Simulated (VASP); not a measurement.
OSZICAR of a VASP run on Sr (fcc):

OSZICAR:
```
       N       E                     dE             d eps       ncg     rms          rms(c)
DAV:   1     0.232408635276E+02    0.23241E+02   -0.46125E+03  1296   0.906E+02
DAV:   2    -0.151774282352E+02   -0.38418E+02   -0.38066E+02  1486   0.169E+02
DAV:   3    -0.210248610168E+02   -0.58474E+01   -0.57437E+01  2185   0.387E+01
DAV:   4    -0.211736467446E+02   -0.14879E+00   -0.14849E+00  1762   0.657E+00
DAV:   5    -0.211806419992E+02   -0.69953E-02   -0.69917E-02  2025   0.109E+00    0.530E+01
DAV:   6    -0.332019971857E+01    0.17860E+02   -0.39797E+02  1358   0.977E+01    0.265E+01
DAV:   7    -0.650557329413E+01   -0.31854E+01   -0.47283E+00  1404   0.193E+01    0.306E+01
DAV:   8    -0.142949517041E+02   -0.77894E+01   -0.19076E+00  1885   0.190E+01    0.405E+01
DAV:   9    -0.132604563087E+02    0.10345E+01   -0.49163E-02  1586   0.308E+00    0.367E+01
DAV:  10    -0.321400726226E+01    0.10046E+02   -0.33238E+00  1322   0.313E+01    0.787E+00
DAV:  11    -0.256727821210E+01    0.64673E+00   -0.28861E-01  1829   0.583E+00    0.783E+00
DAV:  12    -0.232979498305E+01    0.23748E+00   -0.10243E-01  1843   0.312E+00    0.795E+00
DAV:  13    -0.230524200596E+01    0.24553E-01   -0.52533E-02  1302   0.369E+00    0.750E+00
DAV:  14    -0.223396272493E+01    0.71279E-01   -0.32629E-01  1298   0.819E+00    0.792E+00
DAV:  15    -0.200396265652E+01    0.23000E+00   -0.76747E-02  1296   0.342E+00    0.703E+00
DAV:  16    -0.200188987210E+01    0.20728E-02   -0.51844E-02  1304   0.278E+00    0.626E+00
DAV:  17    -0.199688295032E+01    0.50069E-02   -0.18777E-02  1298   0.192E+00    0.633E+00
DAV:  18    -0.236237584463E+01   -0.36549E+00   -0.25044E-01  1296   0.575E+00    0.482E+00
DAV:  19    -0.232731013172E+01    0.35066E-01   -0.73729E-02  2080   0.172E+00    0.546E+00
DAV:  20    -0.237375842606E+01   -0.46448E-01   -0.15442E-02  1308   0.173E+00    0.483E+00
DAV:  21    -0.237088140182E+01    0.28770E-02   -0.31830E-02  1580   0.203E+00    0.376E+00
DAV:  22    -0.233473476995E+01    0.36147E-01   -0.13291E-01  1320   0.375E+00    0.382E+00
DAV:  23    -0.234308227836E+01   -0.83475E-02   -0.13524E-02  1509   0.167E+00    0.379E+00
DAV:  24    -0.231829899223E+01    0.24783E-01   -0.27724E-02  1622   0.221E+00    0.467E+00
DAV:  25    -0.231445665223E+01    0.38423E-02   -0.16257E-02  1376   0.110E+00    0.557E+00
DAV:  26    -0.231301624375E+01    0.14404E-02   -0.32946E-02  1300   0.235E+00    0.431E+00
DAV:  27    -0.216874363780E+01    0.14427E+00   -0.15533E-01  1296   0.589E+00    0.249E+00
DAV:  28    -0.216596585213E+01    0.27778E-02   -0.12372E-01  1296   0.322E+00    0.122E+00
DAV:  29    -0.213024655069E+01    0.35719E-01   -0.20144E-02  1456   0.204E+00    0.110E+00
DAV:  30    -0.212129905705E+01    0.89475E-02   -0.47677E-03  1393   0.978E-01    0.110E+00
DAV:  31    -0.211561391091E+01    0.56851E-02   -0.13248E-02  1304   0.165E+00    0.101E+00
DAV:  32    -0.214531601427E+01   -0.29702E-01   -0.45364E-02  1298   0.312E+00    0.482E-01
DAV:  33    -0.214908124493E+01   -0.37652E-02   -0.68213E-03  1322   0.110E+00    0.638E-01
DAV:  34    -0.214571370225E+01    0.33675E-02   -0.69484E-03  1367   0.963E-01    0.204E-01
DAV:  35    -0.215574904568E+01   -0.10035E-01   -0.83425E-03  1303   0.126E+00    0.210E-01
DAV:  36    -0.215522089644E+01    0.52815E-03   -0.15457E-03  1456   0.528E-01    0.154E-01
DAV:  37    -0.216725549941E+01   -0.12035E-01   -0.26586E-02  1300   0.200E+00    0.191E-01
DAV:  38    -0.216728145020E+01   -0.25951E-04   -0.11312E-04  2013   0.115E-01    0.178E-01
DAV:  39    -0.216729447832E+01   -0.13028E-04   -0.47614E-06  1962   0.158E-02    0.179E-01
DAV:  40    -0.216703089026E+01    0.26359E-03   -0.27677E-05  1320   0.575E-02    0.200E-01
DAV:  41    -0.216725472892E+01   -0.22384E-03   -0.21391E-04  1306   0.175E-01    0.154E-01
DAV:  42    -0.216885484384E+01   -0.16001E-02   -0.17137E-03  1306   0.451E-01    0.765E-02
DAV:  43    -0.216891883937E+01   -0.63996E-04   -0.46913E-04  1306   0.254E-01    0.815E-02
DAV:  44    -0.216915308682E+01   -0.23425E-03   -0.70947E-05  1558   0.757E-02    0.102E-01
DAV:  45    -0.216926786200E+01   -0.11478E-03   -0.78004E-05  1308   0.113E-01    0.101E-01
DAV:  46    -0.216993394352E+01   -0.66608E-03   -0.71668E-04  1304   0.295E-01    0.740E-02
DAV:  47    -0.217019622079E+01   -0.26228E-03   -0.74937E-04  1304   0.337E-01    0.457E-02
DAV:  48    -0.217045675046E+01   -0.26053E-03   -0.54718E-04  1314   0.257E-01    0.465E-02
DAV:  49    -0.217059052942E+01   -0.13378E-03   -0.27605E-04  1386   0.177E-01    0.437E-02
DAV:  50    -0.217063030311E+01   -0.39774E-04   -0.52073E-05  1718   0.715E-02    0.455E-02
DAV:  51    -0.217067434611E+01   -0.44043E-04   -0.68444E-05  1319   0.900E-02    0.146E-02
DAV:  52    -0.217068518286E+01   -0.10837E-04   -0.13045E-05  1744   0.376E-02    0.712E-03
DAV:  53    -0.217068123784E+01    0.39450E-05   -0.28268E-06  1385   0.211E-02    0.291E-03
DAV:  54    -0.217067844536E+01    0.27925E-05   -0.84937E-07  1495   0.106E-02    0.249E-03
DAV:  55    -0.217068177326E+01   -0.33279E-05   -0.92280E-07  1315   0.122E-02    0.206E-03
DAV:  56    -0.217068211844E+01   -0.34518E-06   -0.12112E-07  1485   0.432E-03    0.104E-03
DAV:  57    -0.217068208913E+01    0.29311E-07   -0.81090E-08  1330   0.410E-03
   1 F= -.21706821E+01 E0= -.21706821E+01  d E =0.000000E+00
       N       E                     dE             ncg
```

Question: Which electronic solver shows in the log?

Answer: It is blocked Davidson (ALGO = Normal, or the opening steps of other solvers). The INCAR had ALGO = Normal.

Question: Can the final energy be trusted as converged?

Answer: The calculation finished and met its thresholds. It stopped with EDIFF = 1E-7, NELM = 100 (MS2 meta-GGA, plane waves, VASP's PBE PAW potentials (set 64)).

The compound is Sr in the fcc structure. It was relaxed first.
